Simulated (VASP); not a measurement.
**KTaO3: stress against strain**

KTaO3 (cubic perovskite, Pm-3m, 12.704 Å³/atom and stress up to 0.13 GPa in the relaxed cell, cube axes along x, y and z) under an equal strain ε along x and y, with z held. PBEsol in VASP (plane waves, PAW), 600 eV, 8×8×8 Γ-centred mesh, Gaussian smearing 0.05 eV; ions are relaxed, or left where forces stay under 0.02 eV/Å, within the symmetry of each cell. Stress is positive for a compressed cell.

Here s stands for strain and y for stress xx.

```csv
strain (%),stress xx (GPa)
-1.50,8.66
-1.00,5.55
-0.50,2.62
0.00,-0.13
0.50,-2.71
1.00,-5.14
1.50,-7.41
3.00,?
```

### Question
Fit y against s with a straight line, and predict the withheld value at s = 3.00.

### Answer
Means: s 0, y 0.206. About the means, the sum of products is -37.460 and the sum of squares of s is 7.0000; the slope is their ratio. Least squares gives y = 0.206 - 5.3514·s. Residuals (row less fit): 0.427, -0.007, -0.262, -0.336, -0.240, 0.005, 0.411; standard error 0.344 (degrees of freedom: 5). The slope gives the elastic constants C11 + C12 = 535 ± 13 GPa (± standard error of the fit, which holds the terms cut off). At the withheld row, y = 0.206 - 5.3514 × 3.0 = -15.848 GPa. The calculation gives -13.40 GPa, 2.448 GPa above the prediction (11.1 % of the range of y in the table). The row lies outside the fitted rows, so this is an extrapolation. From the scatter of the fitted rows alone, a prediction at this place has a standard error of 0.536 GPa, so the miss is 4.6 times that.

A polynomial of degree 2 through the 12 other runs of the series gives -13.20 there, so most of the miss is curvature that the fit leaves out. The primitive cell can neither tilt nor turn polar against its symmetry, as such crystals can under strain. Rows are the converged runs of the series near zero and its far end; series whose fitted rows scatter by over a few per cent of the range, as at a crossing or softening among them, aren't shown in this form, nor equations of state whose B0' disagrees with the runs' pressures. Most that stay on the fit to the last digits aren't either.
